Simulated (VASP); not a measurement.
Level of theory: PBE GGA, VASP's PBE PAW potentials (set 64) (plane waves; VASP).

VASP input:

INCAR:
```
SYSTEM = TiSi
PREC = Accurate; ENCUT = 300; LREAL = .False.
LASPH = .True.
EDIFF = 1E-6; NELM = 100; ALGO = Normal
LMAXMIX = 4
ISMEAR = 0; SIGMA = 0.136
GGA = PE
ISIF = 2
LWAVE = .False.; LCHARG = .False.
```

POSCAR:
```
TiSi
1
    3.0246310000     0.0000000000     0.0000000000
    0.0000000000     3.0246310000     0.0000000000
    0.0000000000     0.0000000000     3.0246310000
Ti Si
1 1
Direct
  0.0000000000   0.0000000000   0.0000000000
  0.5000000000   0.5000000000   0.5000000000
```

KPOINTS:
```
Automatic
0
Gamma
 6 6 6
```

POTCAR, in this order: Ti_sv Si (PBE.64 set). Program: vasp_std.

The resulting files:

### OUTCAR
```
 ion  position               nearest neighbor table
   1  0.000  0.000  0.000-   2 2.62   2 2.62   2 2.62   2 2.62   2 2.62   2 2.62   2 2.62   2 2.62
  LATTYP: Found a simple cubic cell.
 ALAT       =     3.0246310000
 Subroutine PRICEL returns:
 Original cell was already a primitive cell.
 Subroutine GETGRP returns: Found 48 space group operations
The static configuration has the point symmetry O_h .
The dynamic configuration has the point symmetry O_h .
 Subroutine INISYM returns: Found 48 space group operations
 Subroutine IBZKPT returns following result:
 Found     20 irreducible k-points:

 Following reciprocal coordinates:
            Coordinates               Weight
  0.000000  0.000000  0.000000      1.000000
  0.166667  0.000000  0.000000      6.000000
  0.333333  0.000000  0.000000      6.000000
  0.500000  0.000000  0.000000      3.000000
  0.166667  0.166667  0.000000     12.000000
  0.333333  0.166667  0.000000     24.000000
  0.500000  0.166667  0.000000     12.000000
  0.333333  0.333333  0.000000     12.000000
  0.500000  0.333333  0.000000     12.000000
  0.500000  0.500000  0.000000      3.000000
  0.166667  0.166667  0.166667      8.000000
  0.333333  0.166667  0.166667     24.000000
  0.500000  0.166667  0.166667     12.000000
  0.333333  0.333333  0.166667     24.000000
  0.500000  0.333333  0.166667     24.000000
  0.500000  0.500000  0.166667      6.000000
  0.333333  0.333333  0.333333      8.000000
  0.500000  0.333333  0.333333     12.000000
  0.500000  0.500000  0.333333      6.000000
  0.500000  0.500000  0.500000      1.000000
   k-points           NKPTS =     20   k-points in BZ     NKDIM =     20   number of bands    NBANDS=     12
   number of dos      NEDOS =    301   number of ions     NIONS =      2
   total plane-waves  NPLWV =   5832
   dimension x,y,z NGX =    18 NGY =   18 NGZ =   18
   dimension x,y,z NGXF=    36 NGYF=   36 NGZF=   36
...
```

OSZICAR:
```
       N       E                     dE             d eps       ncg     rms          rms(c)
DAV:   1     0.745415682339E+02    0.74542E+02   -0.60706E+03   488   0.104E+03
DAV:   2    -0.112262997219E+02   -0.85768E+02   -0.83277E+02   492   0.281E+02
DAV:   3    -0.153090676415E+02   -0.40828E+01   -0.36806E+01   656   0.606E+01
DAV:   4    -0.154246519349E+02   -0.11558E+00   -0.11472E+00   608   0.950E+00
DAV:   5    -0.154293296919E+02   -0.46778E-02   -0.46770E-02   684   0.159E+00    0.121E+01
DAV:   6    -0.138871364198E+02    0.15422E+01   -0.11083E+01   584   0.391E+01    0.424E+00
DAV:   7    -0.137270377521E+02    0.16010E+00   -0.11849E+00   568   0.126E+01    0.297E+00
DAV:   8    -0.137297614355E+02   -0.27237E-02   -0.17702E-01   544   0.478E+00    0.119E+00
DAV:   9    -0.137143634314E+02    0.15398E-01   -0.55784E-02   564   0.298E+00    0.341E-01
DAV:  10    -0.137144591806E+02   -0.95749E-04   -0.14728E-03   576   0.350E-01    0.174E-01
DAV:  11    -0.137145194458E+02   -0.60265E-04   -0.72200E-04   580   0.286E-01    0.869E-02
DAV:  12    -0.137144451270E+02    0.74319E-04   -0.20122E-04   588   0.139E-01    0.130E-02
DAV:  13    -0.137144435547E+02    0.15723E-05   -0.61230E-06   560   0.297E-02    0.757E-03
DAV:  14    -0.137144432156E+02    0.33913E-06   -0.15882E-07   280   0.595E-03
   1 F= -.13714443E+02 E0= -.13702058E+02  d E =-.247706E-01
```

**OUTCAR**
```
------------------------ aborting loop because EDIFF is reached ----------------------------------------
  FORCE on cell =-STRESS in cart. coord.  units (eV):
  Direction    XX          YY          ZZ          XY          YZ          ZX
  --------------------------------------------------------------------------------------
  Total        2.2322465      2.2322465      2.2322465      0.0000000      0.0000000      0.0000000
  in kB      129.2514843    129.2514843    129.2514843      0.0000000      0.0000000      0.0000000
  external PRESSURE =     129.2514843 kB  Pullay stress =       0.0000000 kB
  volume of cell :       27.67
      direct lattice vectors                 reciprocal lattice vectors
     3.024631000  0.000000000  0.000000000     0.330618842  0.000000000  0.000000000
     0.000000000  3.024631000  0.000000000     0.000000000  0.330618842  0.000000000
     0.000000000  0.000000000  3.024631000     0.000000000  0.000000000  0.330618842
 POSITION                                       TOTAL-FORCE (eV/Angst)
 -----------------------------------------------------------------------------------
      0.00000      0.00000      0.00000         0.000000      0.000000      0.000000
      1.51232      1.51232      1.51232         0.000000      0.000000      0.000000
 -----------------------------------------------------------------------------------
    total drift:                                0.000000     -0.000000     -0.000000
  FREE ENERGIE OF THE ION-ELECTRON SYSTEM (eV)
  ---------------------------------------------------
  free  energy   TOTEN  =       -13.7144432156 eV

  energy  without entropy=      -13.6896726358  energy(sigma->0) =      -13.70205793
```
(Selected blocks of OUTCAR.)

OUTCAR:
```
 val. band max:       10.7573740705   @ k =   0.3333   0.0000   0.0000

 cond. band min:      10.8206421428   @ k =   0.3333   0.1667   0.1667


 Fermi energy:        10.7784797217

 k-point     1 :       0.0000    0.0000    0.0000
  band No.  band energies     occupation
      1     -45.6626      2.00000
      2     -21.8708      2.00000
      3     -21.8708      2.00000
      4     -21.8708      2.00000
      5      -0.9491      2.00000
      6       8.9893      2.00000
      7       8.9893      2.00000
      8      13.0211      0.00000
      9      13.0211      0.00000
     10      13.0211      0.00000
     11      13.5641      0.00000
     12      13.5641      0.00000

 k-point     2 :       0.1667    0.0000    0.0000
  band No.  band energies     occupation
      1     -45.6551      2.00000
      2     -21.9468      2.00000
      3     -21.8635      2.00000
      4     -21.8635      2.00000
      5      -0.4807      2.00000
      6       8.2699      2.00000
      7       9.2383      2.00000
      8      11.7663      0.00000
      9      11.7663      0.00000
     10      13.0437      0.00000
     11      13.0953      0.00000
     12      15.1304      0.00000

 k-point     3 :       0.3333    0.0000    0.0000
  band No.  band energies     occupation
      1     -45.6401      2.00000
      2     -22.0973      2.00000
      3     -21.8492      2.00000
      4     -21.8492      2.00000
      5       0.8168      2.00000
      6       6.0332      2.00000
      7       9.8303      2.00000
      8      10.7574      1.17372
      9      10.7574      1.17372
     10      13.2486      0.00000
     11      13.6515      0.00000
     12      17.1764      0.00000

 k-point     4 :       0.5000    0.0000    0.0000
  band No.  band energies     occupation
      1     -45.6326      2.00000
      2     -22.1719      2.00000
      3     -21.8420      2.00000
      4     -21.8420      2.00000
      5       2.1172      2.00000
      6       4.2553      2.00000
...
```

At this cut-off the stress carries a Pulay error, which pulls relaxed volumes low.

The structure was generated: TiSi was put into an ordered model structure, which need not be its known phase. The cell was not relaxed at this level, and its volume differs by -5.9 % from the start's. The k-mesh is coarse (spacing up to 0.35 per Å, 2π included), so the numbers may not be converged in it.
